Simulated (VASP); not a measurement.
```yaml
crystal:
  lattice:
    - [3.11286, 0.00000, 0.00000]
    - [-1.55643, 2.69582, 0.00000]
    - [0.00000, 0.00000, 4.86984]
  atoms:
    - { symbol: Ta, position: [0.66397, 0.32959, 0.76354] }
    - { symbol: Ta, position: [0.32913, 0.66588, 0.22773] }
    - { symbol: N, position: [0.00689, 0.00452, 0.00872] }
```

Method: LDA (Ceperley-Alder, Perdew-Zunger), VASP's LDA PAW potentials (set 64) (plane waves; VASP). Numerical set-up: 400 eV cut-off, 10×10×6 Γ-centred mesh, first-order Methfessel-Paxton smearing of 0.10 eV, potentials Ta_pv N.

At this cut-off the stress carries a Pulay error, which pulls relaxed volumes low. Unless said otherwise, spin-orbit coupling is left out, though it shifts the bands of the heavy elements here.

Q: Predict the energy per atom (σ→0), pressure, largest force, band gap (on the k-mesh) with the smallest direct gap where there is one.

A: 
```yaml
band gap (on the k-mesh): none (metal, semimetal or under 0.01 eV)
energy per atom (σ→0): -12.448 eV/atom
pressure: -5.45 GPa
largest_force: 2.809 eV/Å
```

Total energies compare only between runs with the same potentials, cut-off and functional.

The structure comes from a computed database's Ta2N entry; how it stands against other phases isn't given here. The cell was not relaxed at this level, atoms are displaced from their ideal sites. The electron count is odd and the run is not spin-polarised, which forces a metal.
